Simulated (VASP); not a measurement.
Input:

```
CELL_PARAMETERS angstrom
      4.12888     0.00000     0.00000
      0.00000     4.12888     0.00000
      0.00000     0.00000     4.12888
ATOMIC_POSITIONS crystal
  Ba 0.00000 0.00000 0.00000
  Hf 0.50000 0.50000 0.50000
  O  0.50000 0.00000 0.50000
  O  0.00000 0.50000 0.50000
  O  0.50000 0.50000 0.00000
```

These are r2SCAN meta-GGA, VASP's PBE PAW potentials (set 64) (plane waves; VASP 6.6.1) values and carry that method's errors. Numerical set-up: 520 eV cut-off, 5×5×5 Γ-centred mesh, Gaussian smearing of 0.050 eV, potentials Ba_sv Hf_pv O.

What does the run give for the energy per atom (σ→0), pressure?

The energy per atom (σ→0) comes out as -21.594 eV/atom and the pressure comes out as 5.75 GPa.

Only differences to runs with the same potentials and settings are physical.

The compound is BaHfO3 in the cubic perovskite structure. This cell is one point of a volume scan, at 0.97 of the reference volume.
